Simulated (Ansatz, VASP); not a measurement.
## Ta (Ta(100)) in two plane-wave programs

Wanted: the spread between two codes on one cell, functional and k mesh. Valence electrons are named where the data sets of a main pair hold unlike numbers.

Program: Ansatz 0.2.0. Level of theory: plane waves, with VASP 6.6.1 beside it; band structure at PBE. Results are calculated unless marked as measured.

## Step 1: Starting point

The cell holds 7 atoms: 7 Ta. Its edges and angles: a = 3.310 Å, b = 3.310 Å, c = 27.930 Å, α = 90.0°, β = 90.0°, γ = 90.0°. Vacuum lies along c.

## Step 2: Ansatz: band structure, PBE

Ansatz runs on its default PAW (the set named soft_2) files.

A single point gives forces, pressure and levels at one fixed geometry, so differences don't come from the geometry; what else differs is listed under the comparison.

Input file input.yaml:

```yaml
crystal:
  lattice:
    - [3.31, 0.0, 0.0]
    - [0.0, 3.31, 0.0]
    - [0.0, 0.0, 27.93]
  atoms:
    - { symbol: Ta, position: [0.0, 0.0, 0.3222341568] }
    - { symbol: Ta, position: [0.5, 0.5, 0.3814894379] }
    - { symbol: Ta, position: [0.0, 0.0, 0.4407447189] }
    - { symbol: Ta, position: [0.5, 0.5, 0.5] }
    - { symbol: Ta, position: [0.0, 0.0, 0.5592552811] }
    - { symbol: Ta, position: [0.5, 0.5, 0.6185105621] }
    - { symbol: Ta, position: [0.0, 0.0, 0.6777658432] }
hamiltonian:
  xc: pbe
  pseudopotentials: { kind: paw }
kpoints:
  mp_grid: { grid: [12, 12, 1] }
  band_path:
    path:
      - [0.5, 0.5, 0.0]
      - [0.46154, 0.46154, 0.0]
      - [0.42308, 0.42308, 0.0]
      - [0.34615, 0.34615, 0.0]
      - [0.30769, 0.30769, 0.0]
      - [0.23077, 0.23077, 0.0]
      - [0.19231, 0.19231, 0.0]
      - [0.15385, 0.15385, 0.0]
      - [0.07692, 0.07692, 0.0]
      - [0.03846, 0.03846, 0.0]
      - [0.0, 0.0, 0.0]
      - [0.0, 0.03846, 0.0]
      - [0.0, 0.07692, 0.0]
      - [0.0, 0.15385, 0.0]
      - [0.0, 0.19231, 0.0]
      - [0.0, 0.26923, 0.0]
      - [0.0, 0.30769, 0.0]
      - [0.0, 0.38462, 0.0]
      - [0.0, 0.42308, 0.0]
      - [0.0, 0.46154, 0.0]
      - [0.0, 0.5, 0.0]
      - [0.03846, 0.5, 0.0]
      - [0.11538, 0.5, 0.0]
      - [0.15385, 0.5, 0.0]
      - [0.19231, 0.5, 0.0]
      - [0.26923, 0.5, 0.0]
      - [0.30769, 0.5, 0.0]
      - [0.38462, 0.5, 0.0]
      - [0.42308, 0.5, 0.0]
      - [0.5, 0.5, 0.0]
    npoints: 1
scf:
  occupations: { method: fermi_dirac, width: 0.1 }
  n_extra_bands: 9
efield:
  axis: 3
  dipole_correction: true
  ramp_width: 0.04
output:
  forces: true
  eigenvalues: true
```

On the command line:

```sh
$ ansatz run input.yaml --threads 4 --pin off --max-ram 9216MiB --backend cpu --events-out ev --progress --plain --runs-dir out
```

Numbers of over 12 decimals in the logs are rounded to 6 here.

What it wrote:

```text
scf.n_extra_bands = 9 over 46 filled bands (N_el = 91.0): the run solves 55 bands
Engine: ansatz 0.2.0, aarch64-unknown-linux-gnu
Pseudopotentials: kind: paw
Pseudopotential: Ta, paw, valence charge 13, recommended cutoff 420 eV (normal), Ta.paw.azcp
Functional definition: PBE
  parameter kappa = 0.804
  parameter beta = 0.066725
  exchange = pbe_x(kappa = kappa, mu = beta*pi^2/3)
  correlation = pbe_c(beta = beta)
Crystal: 7 atoms, lattice volume = 306.004 Å³
Basis set: ecut = 420 eV, 6045 PW (Γ), exchange–correlation on 48×48×384 points (8 copies of the dense FFT grid, shifted against one another)
Bands: 55, of which v1, the nominal top of the filled ones, is band 46 counted from 1 (45 counted from 0)
Symmetry: 8 space group operations
k-points: 28 of 144
Non-local potential: Ta, projectors of the file, l = 0: 3, l = 1: 2, l = 2: 2, l = 3: 1
PAW form: soft (Blöchl's): semilocal exchange-correlation on the pseudo side does not see the compensation charge
PAW one-centre angular grid: Ta, 590 points (default); XC on 64 Gauss nodes
Initial density: superposition of atomic densities (neutral atoms: chi_scale 0, normalization atom), corrected by the library's trained network
Initial wavefunctions: pseudopotential atomic-orbital guess
Functional: x = pbe(κ = 0.804, μ = 0.219515), c = pbe(β = 0.066725)
SCF iter   1: F=—  HF=-69522.288950 eV  |F-HF|=—  |Δ(HF+E_count)|=         —  Δρ=8.73e-3  dr2=5.79e0  ethr=1.77e-3  p=0.000 e·Å  D=5.45e-14 V/Å  ΔV_dip=-0.00 eV  dr2_dipole=1.48e-6  V_vac-E_F(+/−)=4.22/4.22 eV  ⟨swp⟩=9.2  Hψ=7530  notcnv=0
efield: sawtooth ramp at fractional position 0.9800 (placed from the atoms, in the widest stretch of the axis that holds none; the zero of the levels goes with the place), width 0.0400; the density the first Hamiltonian is built on has a dipole p = 0.000 e·Å; the dipole correction subtracts the counter field D = 5.45e-14 V/Å, which shifts the + side's vacuum level by -0.00 eV against the − side's; the planar-averaged density in the ramp window peaks in size at 1.9e-5 e/Å³
preconditioner: auto → LDOS  [metal: Δε(μ)=0.004 eV  Ē_g=3.601 eV  σ=0.100 eV  W_gap=0.01  n_scr=62 (ndim 8)  ℏωp=12.6 eV  f_vac=0.506  D(μ)=6.61/eV (n_scr^D=36)  β→1.0]
SCF iter   2: F=—  HF=-69522.187783 eV  |F-HF|=—  |Δ(HF+E_count)|=   1.01e-1  Δρ=5.23e-3  dr2=1.13e0  ethr=1.77e-3  p=-0.000 e·Å  D=-3.02e-5 V/Å  ΔV_dip=0.00 eV  dr2_dipole=1.98e-6  V_vac-E_F(+/−)=3.90/3.90 eV  ⟨swp⟩=3.7  Hψ=2185  notcnv=0
SCF iter   3: F=—  HF=-69522.152177 eV  |F-HF|=—  |Δ(HF+E_count)|=   3.56e-2  Δρ=8.06e-4  dr2=1.96e-2  ethr=1.24e-3  p=-0.000 e·Å  D=-1.05e-5 V/Å  ΔV_dip=0.00 eV  dr2_dipole=7.47e-8  V_vac-E_F(+/−)=3.99/3.99 eV  ⟨swp⟩=2.0  Hψ=1696  notcnv=0
SCF iter   4: F=—  HF=-69522.153164 eV  |F-HF|=—  |Δ(HF+E_count)|=   9.88e-4  Δρ=2.42e-4  dr2=3.43e-4  ethr=2.15e-5  p=-0.000 e·Å  D=-2.63e-6 V/Å  ΔV_dip=0.00 eV  dr2_dipole=4.74e-11  V_vac-E_F(+/−)=3.98/3.98 eV  ⟨swp⟩=2.0  Hψ=1905  notcnv=0
SCF iter   5: F=—  HF=-69522.153259 eV  |F-HF|=—  |Δ(HF+E_count)|=   9.44e-5  Δρ=9.22e-5  dr2=1.95e-4  ethr=3.77e-7  p=-0.000 e·Å  D=-2.21e-6 V/Å  ΔV_dip=0.00 eV  dr2_dipole=9.48e-10  V_vac-E_F(+/−)=3.99/3.99 eV  ⟨swp⟩=3.0  Hψ=2326  notcnv=0
SCF iter   6: F=—  HF=-69522.153262 eV  |F-HF|=—  |Δ(HF+E_count)|=   3.58e-6  Δρ=3.73e-5  dr2=2.94e-5  ethr=2.15e-7  p=-0.000 e·Å  D=-2.62e-7 V/Å  ΔV_dip=0.00 eV  dr2_dipole=2.04e-11  V_vac-E_F(+/−)=3.99/3.99 eV  ⟨swp⟩=1.6  Hψ=1585  notcnv=0
SCF iter   7: F=—  HF=-69522.153558 eV  |F-HF|=—  |Δ(HF+E_count)|=   2.95e-4  Δρ=7.67e-6  dr2=1.45e-6  ethr=3.23e-8  p=-0.000 e·Å  D=-4.57e-7 V/Å  ΔV_dip=0.00 eV  dr2_dipole=1.12e-10  V_vac-E_F(+/−)=4.00/4.00 eV  ⟨swp⟩=1.9  Hψ=1737  notcnv=0
SCF iter   8: F=-69522.153558 eV  HF=-69522.153558 eV  |F-HF|=3.08e-8  |Δ(HF+E_count)|=   1.17e-7  Δρ=2.68e-6  dr2=7.76e-8  ethr=1.10e-10  p=0.000 e·Å  D=7.22e-8 V/Å  ΔV_dip=-0.00 eV  dr2_dipole=6.20e-12  V_vac-E_F(+/−)=4.00/4.00 eV  ⟨swp⟩=10.1  Hψ=8371  notcnv=0
SCF 1 converged in 8 iterations: F = -69522.153558 eV  dr2 = 7.76e-8
  greatest PAW one-centre occupation: 0.999 electrons in one spin orbital (limit 2), on the Ta atom at site 5 (counted from 0), in its partial waves of l = 0
NSCF: frozen V_eff on 30 k-points
efield: sawtooth ramp at fractional position 0.9800 (kept from the solve that this one continues, or follows in the run), width 0.0400; the density the first Hamiltonian is built on has a dipole p = 0.000 e·Å; the dipole correction subtracts the counter field D = 7.22e-8 V/Å, which shifts the + side's vacuum level by -0.00 eV against the − side's; the planar-averaged density in the ramp window peaks in size at 1.5e-6 e/Å³
SCF converged after 8 iterations
Free energy (F): -69522.153558 eV
Harris-Foulkes:  -69522.153558 eV  (|F-HF|=3.08e-8)
Internal energy: -69521.906226 eV  (E = F + TS)
E sigma→0 (E₀):  -69522.029892 eV
Entropy (-TS):   -0.247331 eV (-35.333 meV/atom)
Fermi energy:    5.581818 eV
Dipole field:    D = -0.000003 V/Å  (p = -0.000004 e·Å, saw-weighted, corrected)
Work function:   Φ+ = 3.9986 eV   Φ− = 3.9986 eV
Levels:          The Fermi level and band energies are counted from a zero that moves with the ramp; work functions are not
--- Per-component energies (eV) ---
  E_band       = -1937.981741
  E_kinetic    = 2547.877198
  E_local      = -113419.549827  (includes V_loc(G=0)·N_el)
  E_nonlocal   = 102.068344
  E_hartree    = 55519.164181
  E_xc         = -1521.984767
  E_vxc        = -1418.622493  (∫ρ·V_xc dr)
  E_paw        = -58774.546265  (= ΣΔE_a)
  E_vpaw       = -788.040056  (= ΣTr[D̂ρ^β])
  E_aug_tail   = 0.000983  (compensation charges beyond the density's cutoff)
  E_efield     = 0.000000  (sawtooth field / dipole correction)
  E_vefield    = 0.000000  (∫n·V_field dr)
  E_ewald      = 46025.063926
  E_smearing   = -0.247331  (= −TS)
  E_closure    = -0.000000  (closes the sum)
  Σ components = -69522.153558   (vs F -69522.153558, Δ=0.00e0)
--- Forces (eV/Å), atoms counted from 1 ---
  atom   1  Ta    -0.00000000     0.00000000     1.17727639
  atom   2  Ta    -0.00000000     0.00000000    -1.11834372
  atom   3  Ta     0.00000000     0.00000000    -0.34625919
  atom   4  Ta    -0.00000000     0.00000000     0.00000117
  atom   5  Ta    -0.00000000     0.00000000     0.34625162
  atom   6  Ta     0.00000000     0.00000000     1.11834370
  atom   7  Ta     0.00000000     0.00000000    -1.17726647
  max |Σ_I F_I| component: 3.51e-6 eV/Å
--- Band table (eV; the first three rows and the last of 28) ---
  k-point 0: bands = [... 42 lower, 6.0469, 6.0469, 6.1168, 6.1168, 6.2594, 6.2594, 6.3452, 6.7010, ... 5 higher]
  k-point 1: bands = [... 42 lower, 5.8244, 5.8595, 6.0976, 6.1018, 6.2006, 6.2320, 6.2419, 6.5919, ... 5 higher]
  k-point 2: bands = [... 42 lower, 5.4045, 5.5330, 5.6941, 5.8824, 5.9543, 6.4736, 6.4797, 6.5465, ... 5 higher]
  k-point 27: bands = [... 42 lower, 4.3501, 5.1361, 5.1361, 6.2219, 6.2219, 7.7030, 7.7030, 7.8552, ... 5 higher]
```

It took 21 s on 4 threads of Arm Neoverse V1, shared host; peak memory 0.85 GiB; 81 s of CPU time.

(Continued in part 2 of 2.)

[Lines on the potential files, build, host, timing and source positions are cut from VASP's logs without a mark.]

[Logs are printed without paths, hosts, clocks, repeated set-up lines and the standing remarks that a program may print on its own settings, such as how far it seeks lower states.]

[Hosts, paths, dates, database ids (printed as entryN), source tags and the programs' standing remarks are cut or masked in the printed files.]
